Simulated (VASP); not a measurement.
Output of a VASP run:

**OSZICAR**
```
...
       N       E                     dE             d eps       ncg     rms          rms(c)
DAV:   1    -0.454275762028E+03   -0.10259E-01   -0.25457E+00   316   0.408E+00    0.397E-01
RMM:   2    -0.454278129721E+03   -0.23677E-02   -0.40095E-02   316   0.502E-01    0.472E-01
RMM:   3    -0.454278934103E+03   -0.80438E-03   -0.87504E-03   336   0.199E-01    0.510E-01
RMM:   4    -0.454276765499E+03    0.21686E-02   -0.24788E-03   320   0.102E-01    0.978E-02
RMM:   5    -0.454276883707E+03   -0.11821E-03   -0.12444E-03   317   0.676E-02    0.137E-01
RMM:   6    -0.454276797961E+03    0.85746E-04   -0.22780E-04   325   0.320E-02    0.468E-02
RMM:   7    -0.454276783486E+03    0.14476E-04   -0.59475E-05   273   0.162E-02    0.197E-02
RMM:   8    -0.454276787370E+03   -0.38845E-05   -0.34241E-05   227   0.107E-02
  10 F= -.45427679E+03 E0= -.45424858E+03  d E =-.112779E-01
       N       E                     dE             d eps       ncg     rms          rms(c)
DAV:   1    -0.454276787455E+03   -0.39688E-05   -0.22028E-04   336   0.380E-02    0.432E-03
RMM:   2    -0.454276788627E+03   -0.11728E-05   -0.48120E-06   184   0.537E-03    0.116E-02
RMM:   3    -0.454276787914E+03    0.71303E-06   -0.63632E-07   112   0.216E-03    0.328E-03
RMM:   4    -0.454276787934E+03   -0.20129E-07   -0.76512E-08    60   0.157E-03
  11 F= -.45427679E+03 E0= -.45424858E+03  d E =-.112785E-01
       N       E                     dE             d eps       ncg     rms          rms(c)
DAV:   1    -0.454279105815E+03   -0.23179E-02   -0.50772E-01   316   0.190E+00    0.294E-01
RMM:   2    -0.454293991144E+03   -0.14885E-01   -0.14104E-02   316   0.250E-01    0.149E+00
RMM:   3    -0.454278622597E+03    0.15369E-01   -0.38674E-03   318   0.121E-01    0.996E-02
RMM:   4    -0.454279088326E+03   -0.46573E-03   -0.10923E-03   317   0.654E-02    0.217E-01
RMM:   5    -0.454278840529E+03    0.24780E-03   -0.31627E-04   327   0.339E-02    0.708E-02
RMM:   6    -0.454278817364E+03    0.23165E-04   -0.10223E-04   308   0.209E-02    0.275E-02
RMM:   7    -0.454278816444E+03    0.91962E-06   -0.28906E-05   207   0.110E-02
  12 F= -.45427882E+03 E0= -.45425061E+03  d E =-.202851E-02
       N       E                     dE             d eps       ncg     rms          rms(c)
DAV:   1    -0.454278902033E+03   -0.84669E-04   -0.12227E-02   360   0.294E-01    0.463E-02
RMM:   2    -0.454279282862E+03   -0.38083E-03   -0.33828E-04   316   0.384E-02    0.250E-01
RMM:   3    -0.454278885916E+03    0.39695E-03   -0.93474E-05   301   0.189E-02    0.158E-02
RMM:   4    -0.454278891369E+03   -0.54532E-05   -0.25874E-05   201   0.103E-02
  13 F= -.45427889E+03 E0= -.45425068E+03  d E =-.210343E-02
       N       E                     dE             d eps       ncg     rms          rms(c)
DAV:   1    -0.454279414713E+03   -0.52880E-03   -0.83363E-02   316   0.777E-01    0.905E-02
RMM:   2    -0.454280004328E+03   -0.58962E-03   -0.18130E-03   316   0.103E-01    0.299E-01
RMM:   3    -0.454279478503E+03    0.52582E-03   -0.40274E-04   330   0.432E-02    0.524E-02
RMM:   4    -0.454279452684E+03    0.25820E-04   -0.99592E-05   314   0.217E-02    0.219E-02
RMM:   5    -0.454279488584E+03   -0.35900E-04   -0.67592E-05   276   0.149E-02    0.802E-02
RMM:   6    -0.454279449945E+03    0.38639E-04   -0.20021E-05   198   0.849E-03    0.751E-03
RMM:   7    -0.454279450262E+03   -0.31667E-06   -0.55930E-06   186   0.479E-03
  14 F= -.45427945E+03 E0= -.45425124E+03  d E =-.558893E-03
```

**OUTCAR**
```
------------------------ aborting loop because EDIFF is reached ----------------------------------------
  FORCE on cell =-STRESS in cart. coord.  units (eV):
  Direction    XX          YY          ZZ          XY          YZ          ZX
  --------------------------------------------------------------------------------------
  Total       14.0386356     14.0168916     14.0517629     -4.4848857     -4.3982634     -4.4030870
  in kB       33.4789136     33.4270592     33.5102190    -10.6954197    -10.4888455    -10.5003487
  external PRESSURE =      33.4720639 kB  Pullay stress =       0.0000000 kB
  volume of cell :      671.84
      direct lattice vectors                 reciprocal lattice vectors
     8.758331436  0.000000000  0.000000000     0.114176999  0.000000000  0.000000000
     0.000000000  8.758331436  0.000000000     0.000000000  0.114176999  0.000000000
     0.000000000  0.000000000  8.758331436     0.000000000  0.000000000  0.114176999
  FREE ENERGIE OF THE ION-ELECTRON SYSTEM (eV)
  ---------------------------------------------------
  free  energy   TOTEN  =      -454.2794502617 eV

  energy  without entropy=     -454.2230314143  energy(sigma->0) =     -454.25124084

 reached required accuracy - stopping structural energy minimisation
```
(Selected blocks of OUTCAR.)

### POSCAR
```
BC31Si31
1
    8.7583314357     0.0000000000     0.0000000000
    0.0000000000     8.7583314357    -0.0000000000
   -0.0000000000    -0.0000000000     8.7583314357
Si C B
31 31 1
Direct
  0.4968120000   0.0042520000  -0.0033630000
  0.7530490000   0.2502110000  -0.0023300000
  0.7493270000  -0.0039180000   0.2543570000
  0.0000000000   0.0000000000   0.0000000000
  0.2480230000   0.2459190000  -0.0038350000
  0.4945450000   0.4966120000   0.0022920000
  0.7500000000   0.7500000000   0.0000000000
  0.2542490000   0.0048480000   0.2442910000
  0.7498270000   0.4946000000   0.2452580000
  0.5015110000   0.0036310000   0.5007580000
  0.7547320000   0.2537250000   0.4953460000
  0.7500000000   0.0000000000   0.7500000000
  0.0000000000   0.5000000000   0.0000000000
  0.2500000000   0.7500000000   0.0000000000
  0.0000000000   0.2500000000   0.2500000000
  0.2540140000   0.5001690000   0.2493880000
  0.5000000000   0.7500000000   0.2500000000
  0.0000000000   0.0000000000   0.5000000000
  0.2545710000   0.2480530000   0.4952150000
  0.5053340000   0.5030960000   0.5029710000
  0.7500000000   0.7500000000   0.5000000000
  0.2500000000   0.0000000000   0.7500000000
  0.5000000000   0.2500000000   0.7500000000
  0.7500000000   0.5000000000   0.7500000000
  0.0000000000   0.7500000000   0.2500000000
  0.0000000000   0.5000000000   0.5000000000
  0.2500000000   0.7500000000   0.5000000000
  0.0000000000   0.2500000000   0.7500000000
  0.2500000000   0.5000000000   0.7500000000
  0.5000000000   0.7500000000   0.7500000000
  0.0000000000   0.7500000000   0.7500000000
  0.6298010000   0.1248670000   0.1262810000
  0.8750000000   0.3750000000   0.1250000000
  0.8750000000   0.1250000000   0.3750000000
  0.1250000000   0.1250000000   0.1250000000
  0.3803200000   0.3802780000   0.1214270000
  0.6250000000   0.6250000000   0.1250000000
  0.8750000000   0.8750000000   0.1250000000
  0.3746500000   0.1305210000   0.3738410000
  0.8750000000   0.6250000000   0.3750000000
  0.6250000000   0.1250000000   0.6250000000
  0.8750000000   0.3750000000   0.6250000000
  0.8750000000   0.1250000000   0.8750000000
  0.1250000000   0.6250000000   0.1250000000
  0.3750000000   0.8750000000   0.1250000000
  0.1250000000   0.3750000000   0.3750000000
  0.3750000000   0.6250000000   0.3750000000
  0.6250000000   0.8750000000   0.3750000000
  0.1250000000   0.1250000000   0.6250000000
  0.3750000000   0.3750000000   0.6250000000
  0.6250000000   0.6250000000   0.6250000000
  0.8750000000   0.8750000000   0.6250000000
  0.3750000000   0.1250000000   0.8750000000
  0.6250000000   0.3750000000   0.8750000000
  0.8750000000   0.6250000000   0.8750000000
  0.1250000000   0.8750000000   0.3750000000
  0.1250000000   0.6250000000   0.6250000000
  0.3750000000   0.8750000000   0.6250000000
  0.1250000000   0.3750000000   0.8750000000
  0.3750000000   0.6250000000   0.8750000000
  0.6250000000   0.8750000000   0.8750000000
  0.1250000000   0.8750000000   0.8750000000
  0.6285980000   0.3755330000   0.3781060000
```

### Question
Write an INCAR and KPOINTS that could have produced this output.

### Answer
One answer among several that fit: the input of the run itself, PBE GGA, plane waves, VASP's PBE PAW potentials (set 64).

INCAR:
```
# general
SYSTEM=BC31Si31
PREC  =Normal
ENCUT =400   # plane-wave cut-off (eV)
LREAL =Auto   # projection in real space or not
LASPH =.True.   # aspherical one-centre terms
ISYM  =0
NELECT=252.0

# electronic loop
EDIFF =1E-5   # SCF stop (eV)
NELM  =100   # most electronic steps
NELMIN=4
ALGO  =Fast   # Davidson, then RMM-DIIS

# smearing
ISMEAR=0   # Gaussian
SIGMA =0.05   # width (eV)

# functional
GGA   =PE

# ions
IBRION=2   # conjugate gradients
NSW   =70   # most ionic steps
ISIF  =2
EDIFFG=-0.03   # ionic stop

# output
LWAVE =.True.
LCHARG=.False.
```

KPOINTS:
```
Regular mesh
0
Gamma
1 1 1
0 0 0
```

POTCAR, in this order: Si C B (PBE.64 set). Program: vasp_gam.

At this cut-off the stress carries a Pulay error, which pulls relaxed volumes low. The cell is charged, with a uniform compensating background. The supercell is sampled at Γ alone, which is coarse: total energies, pressure and levels can be off, energies of defects by several tenths of an eV.

The cell is a supercell with a defect, built from SiC (zinc blende): B_C-vac_Si, charge -1. The run is not spin-polarised, so no state with unpaired spins was tried.
